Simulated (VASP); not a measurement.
Data:

```
CELL_PARAMETERS angstrom
      0.00000     3.30729     3.30729
      3.30729     0.00000     3.30729
      3.30729     3.30729     0.00000
ATOMIC_POSITIONS crystal
  Sr 0.00000 0.00000 0.00000
  Te 0.50000 0.50000 0.50000
```

The numbers are results of PBEsol GGA, VASP's PBE PAW potentials (set 64) (plane waves; VASP), not measurements. Settings: 400 eV cut-off, 6×6×6 Γ-centred mesh, Gaussian smearing of 0.050 eV, potentials Sr_sv Te.

Unless said otherwise, spin-orbit coupling is left out, though it shifts the bands of the heavy elements here.

Task: Estimate the energy per atom (σ→0), band gap (on the k-mesh) with the smallest direct gap where there is one.

Result: 
The band gap (on the k-mesh) is 1.55 eV and the smallest direct gap (on the k-mesh) is 2.32 eV. The energy per atom (σ→0) comes out as -4.416 eV/atom.

Only differences to runs with the same potentials and settings are physical.

The compound is SrTe in the rock salt structure. It was relaxed first. The start is the result of an earlier pass.
